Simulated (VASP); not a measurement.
# Te2Mo: what moves the LDA gap besides the functional, part 2 of 2

Aim: test what besides the functional moves the gap of Te2Mo. The starting structure is a measured crystal structure from the Crystallography Open Database. The atoms were first relaxed with LDA in that cell, in a run that isn't shown, and the relaxed structure is the one below.

VASP 6.6.1.

Results so far: reference 0.687 eV; cell and atoms relaxed by LDA 0.628 eV; no band path 0.776 eV.

### 5. Bands with a cutoff of 500 eV

Level of this step: LDA; plane waves and PAW (Te, Mo_sv) (VASP).

Against step 2 the input has ENCUT = 500.

File INCAR:

```
SYSTEM = Te2Mo
PREC = Accurate
ENCUT = 500
EDIFF = 1E-06
NELM = 100
ISMEAR = 0
SIGMA = 0.03
LREAL = .FALSE.
ALGO = Normal
GGA = CA
NBANDS = 42
LASPH = .TRUE.
LORBIT = 11
LWAVE = .FALSE.
LCHARG = .FALSE.
KPAR = 8
```

File POSCAR:

```
Te2Mo
1.0
    3.5182000000      0.0000000000      0.0000000000
   -1.7591000000      3.0468505756      0.0000000000
    0.0000000000      0.0000000000     13.9736000000
Te Mo
4 2
Direct
    0.6666666667      0.3333333333      0.3777982746
    0.3333333333      0.6666666667      0.8777982746
    0.6666666667      0.3333333333      0.1222017254
    0.3333333333      0.6666666667      0.6222017254
    0.6666666667      0.3333333333      0.7500000000
    0.3333333333      0.6666666667      0.2500000000
```

File KPOINTS:

```
Automatic mesh
0
Gamma
8 8 2
0 0 0
```

File KPOINTS_OPT:

```
Line mode
8
Line-mode
Reciprocal
  0.00000000   0.00000000   0.00000000 GAMMA
  0.50000000   0.00000000   0.00000000 M

  0.50000000   0.00000000   0.00000000 M
  0.33333333   0.33333333   0.00000000 K

  0.33333333   0.33333333   0.00000000 K
  0.00000000   0.00000000   0.00000000 GAMMA

  0.00000000   0.00000000   0.00000000 GAMMA
  0.00000000   0.00000000   0.50000000 A

  0.00000000   0.00000000   0.50000000 A
  0.50000000   0.00000000   0.50000000 L

  0.50000000   0.00000000   0.50000000 L
  0.33333333   0.33333333   0.50000000 H

  0.33333333   0.33333333   0.50000000 H
  0.00000000   0.00000000   0.50000000 A

  0.50000000   0.00000000   0.50000000 L
  0.50000000   0.00000000   0.00000000 M

  0.33333333   0.33333333   0.00000000 K
  0.33333333   0.33333333   0.50000000 H
```

Potentials, in the order of the species: Te and Mo_sv (LDA family, release 64).

Launch:

```console
$ mpirun -np 8 vasp_std
```

The log of the run:

```text
[... set-up lines as in an earlier step ...]
 entering main loop
       N       E                     dE             d eps       ncg     rms          rms(c)
DAV:   1     0.389612104458E+03    0.38961E+03   -0.25751E+04  1872   0.108E+03
DAV:   2    -0.221959382339E+02   -0.41181E+03   -0.39330E+03  1944   0.286E+02
DAV:   3    -0.422298227807E+02   -0.20034E+02   -0.19606E+02  1960   0.558E+01
DAV:   4    -0.426116744586E+02   -0.38185E+00   -0.38133E+00  1972   0.770E+00
[...]
DAV:  13    -0.412315791204E+02    0.91018E-04   -0.33735E-04  1800   0.976E-02    0.488E-03
DAV:  14    -0.412315798859E+02   -0.76556E-06   -0.10692E-05  1912   0.153E-02    0.155E-02
DAV:  15    -0.412315798565E+02    0.29410E-07   -0.16272E-07   998   0.203E-03
   1 F= -.41231580E+02 E0= -.41231580E+02  d E =-.897016E-42
 Start KPOINTS_OPT (optional k-point list driver)
k-point batch [1-20\72]
       N       E                     dE             ncg
DAV:   1     0.320974588591E+03   -0.27530E+05     1880
DAV:   2    -0.778874308839E+04   -0.81097E+04     1926
DAV:   3    -0.815962424228E+04   -0.37088E+03     1942
DAV:   4    -0.816612830705E+04   -0.65041E+01     1952
DAV:   5    -0.816629233446E+04   -0.16403E+00     1988
DAV:   6    -0.816629852415E+04   -0.61897E-02     2006
DAV:   7    -0.816629883010E+04   -0.30595E-03     1988
DAV:   8    -0.816629884593E+04   -0.15829E-04     1546
DAV:   9    -0.816629884682E+04   -0.88845E-06     1294
[...]
k-point batch [61-72\72]
       N       E                     dE             ncg
DAV:   1     0.810149148549E+04   -0.22344E+05     1120
DAV:   2     0.329769047529E+04   -0.48038E+04     1152
DAV:   3     0.307709119601E+04   -0.22060E+03     1166
DAV:   4     0.307327854047E+04   -0.38127E+01     1124
DAV:   5     0.307318522450E+04   -0.93316E-01     1126
DAV:   6     0.307318136471E+04   -0.38598E-02     1144
DAV:   7     0.307318117938E+04   -0.18534E-03     1142
DAV:   8     0.307318117012E+04   -0.92535E-05      910
DAV:   9     0.307318116965E+04   -0.47023E-06      696
```

The job ended after 53 s (8 MPI ranks of Intel Xeon Platinum 8559C (Emerald Rapids), shared host; peak memory 2.9 GiB; 6.9 min of CPU time).

OUTCAR, selected parts (step 5):

```text
  Total       -2.0633475     -2.0633475     -0.8578118      0.0000000      0.0000000      0.0000000
  in kB      -22.0700323    -22.0700323     -9.1753498      0.0000000      0.0000000      0.0000000
  external PRESSURE =     -17.7718048 kB  Pullay stress =       0.0000000 kB

 POSITION                                       TOTAL-FORCE (eV/Angst)
 -----------------------------------------------------------------------------------
      1.75910      1.01562      5.27920         0.000000     -0.000000     -0.003611
     -0.00000      2.03123     12.26600         0.000000     -0.000000     -0.003611
      1.75910      1.01562      1.70760         0.000000      0.000000      0.003611
     -0.00000      2.03123      8.69440         0.000000      0.000000      0.003611
      1.75910      1.01562     10.48020         0.000000     -0.000000      0.000000
     -0.00000      2.03123      3.49340        -0.000000      0.000000      0.000000
 -----------------------------------------------------------------------------------
    total drift:                               -0.000000      0.000000     -0.000000

  FREE ENERGIE OF THE ION-ELECTRON SYSTEM (eV)
  ---------------------------------------------------
  free  energy   TOTEN  =       -41.2315798565 eV

  energy  without entropy=      -41.2315798565  energy(sigma->0) =      -41.23157986

[... 1 part as in an earlier step ...]

[... 2 further parts left out ...]
[key lines of the parts left out:]
E-fermi :   8.3177
```

With a cutoff of 500 eV the gap is 0.686 eV, +0.000 eV from the reference.

### 6. Bands with a 10×10×2 mesh

Against step 2 the input has a 10×10×2 mesh.

Edit INCAR of step 5 so:

```diff
@@ -2,3 +2,3 @@
 PREC = Accurate
-ENCUT = 500
+ENCUT = 350
 EDIFF = 1E-06
```

POSCAR is that of step 5.

File KPOINTS:

```
Automatic mesh
0
Gamma
10 10 2
0 0 0
```

KPOINTS_OPT is that of step 5.

Launch:

```console
$ mpirun -np 8 vasp_std
```

The log of the run:

```text
[... set-up lines as in an earlier step ...]
 entering main loop
       N       E                     dE             d eps       ncg     rms          rms(c)
DAV:   1     0.305792295578E+03    0.30579E+03   -0.21700E+04  2720   0.812E+02
DAV:   2    -0.270337236126E+02   -0.33283E+03   -0.31898E+03  2816   0.247E+02
DAV:   3    -0.423295046745E+02   -0.15296E+02   -0.15057E+02  2790   0.471E+01
DAV:   4    -0.426073523413E+02   -0.27785E+00   -0.27755E+00  2748   0.640E+00
[...]
DAV:  12    -0.412284891572E+02   -0.30554E-04   -0.13007E-04  2644   0.485E-02    0.184E-01
DAV:  13    -0.412284023389E+02    0.86818E-04   -0.32376E-04  2504   0.950E-02    0.493E-03
DAV:  14    -0.412284031000E+02   -0.76114E-06   -0.99518E-06  2712   0.138E-02
   1 F= -.41228403E+02 E0= -.41228403E+02  d E =-.112104E-34
 Start KPOINTS_OPT (optional k-point list driver)
k-point batch [1-28\72]
       N       E                     dE             ncg
DAV:   1    -0.146687397017E+04   -0.25554E+05     2776
DAV:   2    -0.109068688398E+05   -0.94400E+04     2854
DAV:   3    -0.113314625717E+05   -0.42459E+03     2726
DAV:   4    -0.113390913997E+05   -0.76288E+01     2832
DAV:   5    -0.113392785738E+05   -0.18717E+00     2778
DAV:   6    -0.113392835316E+05   -0.49578E-02     2900
DAV:   7    -0.113392837457E+05   -0.21405E-03     2802
DAV:   8    -0.113392837563E+05   -0.10589E-04     2096
DAV:   9    -0.113392837569E+05   -0.61086E-06     1804
[...]
k-point batch [57-72\72]
       N       E                     dE             ncg
DAV:   1     0.116868575528E+05   -0.25863E+05     1592
DAV:   2     0.654181336208E+04   -0.51450E+04     1584
DAV:   3     0.629317051943E+04   -0.24864E+03     1558
DAV:   4     0.628889036676E+04   -0.42802E+01     1476
DAV:   5     0.628878054086E+04   -0.10983E+00     1512
DAV:   6     0.628877635023E+04   -0.41906E-02     1530
DAV:   7     0.628877615639E+04   -0.19385E-03     1516
DAV:   8     0.628877614704E+04   -0.93459E-05     1208
DAV:   9     0.628877614658E+04   -0.46161E-06      896
```

Elapsed: 33 s, on 8 MPI ranks; peak memory 2.3 GiB.

OUTCAR, selected parts (step 6):

```text
  Total       -2.3354740     -2.3354740     -1.1235254      0.0000000      0.0000000      0.0000000
  in kB      -24.9807587    -24.9807587    -12.0174827      0.0000000      0.0000000      0.0000000
  external PRESSURE =     -20.6596667 kB  Pullay stress =       0.0000000 kB

 POSITION                                       TOTAL-FORCE (eV/Angst)
 -----------------------------------------------------------------------------------
      1.75910      1.01562      5.27920         0.000000      0.000000      0.000156
     -0.00000      2.03123     12.26600         0.000000      0.000000      0.000156
      1.75910      1.01562      1.70760         0.000000      0.000000     -0.000156
     -0.00000      2.03123      8.69440        -0.000000      0.000000     -0.000156
      1.75910      1.01562     10.48020         0.000000      0.000000      0.000000
     -0.00000      2.03123      3.49340        -0.000000     -0.000000      0.000000
 -----------------------------------------------------------------------------------
    total drift:                               -0.000000      0.000000     -0.000000

  FREE ENERGIE OF THE ION-ELECTRON SYSTEM (eV)
  ---------------------------------------------------
  free  energy   TOTEN  =       -41.2284031000 eV

  energy  without entropy=      -41.2284031000  energy(sigma->0) =      -41.22840310

[... 1 part as in an earlier step ...]

[... 2 further parts left out ...]
[key lines of the parts left out:]
E-fermi :   8.2903
```

With a 10×10×2 mesh the gap is 0.682 eV, -0.004 eV from the reference.

### 7. All runs side by side

| run | gap (eV) | change (eV) | core minutes |
| --- | --- | --- | --- |
| reference | 0.687 | - | 2.8 |
| cell and atoms relaxed by LDA | 0.628 | -0.059 | 3.2 |
| no band path | 0.776 | 0.089 | 1.55 |
| a cutoff of 500 eV | 0.686 | 0.0 | 7.07 |
| a 10×10×2 mesh | 0.682 | -0.004 | 4.4 |

Core minutes are wall time times ranks of the run shown, on a shared host.

### 8. Results

```json
{
  "reference gap": "0.687 eV",
  "gap with cell and atoms relaxed by LDA": "0.628 eV",
  "gap with no band path": "0.776 eV",
  "gap with a cutoff of 500 eV": "0.686 eV",
  "gap with a 10×10×2 mesh": "0.682 eV"
}
```

What this shows: Among the runs that read a gap along the path, the one with cell and atoms relaxed by LDA moves it most, by -0.059 eV. On finer settings it changes by +0.000 eV with a cutoff of 500 eV and -0.004 eV with a 10×10×2 mesh, not denser along every axis. Read on the mesh alone, without a band path, the gap comes out +0.089 eV from the reference: such a gap is an upper bound, and here at least one band edge lies off the mesh points. The functional's own error isn't tested here. Further runs on this material are not shown.

[Lines on the potential files, build, host, timing and source positions are cut from VASP's logs without a mark.]

[Logs are printed without paths, hosts, clocks, repeated set-up lines and the standing remarks that a program may print on its own settings, such as how far it seeks lower states.]

[Hosts, paths, dates, database ids (printed as entryN), source tags and the programs' standing remarks are cut or masked in the printed files.]
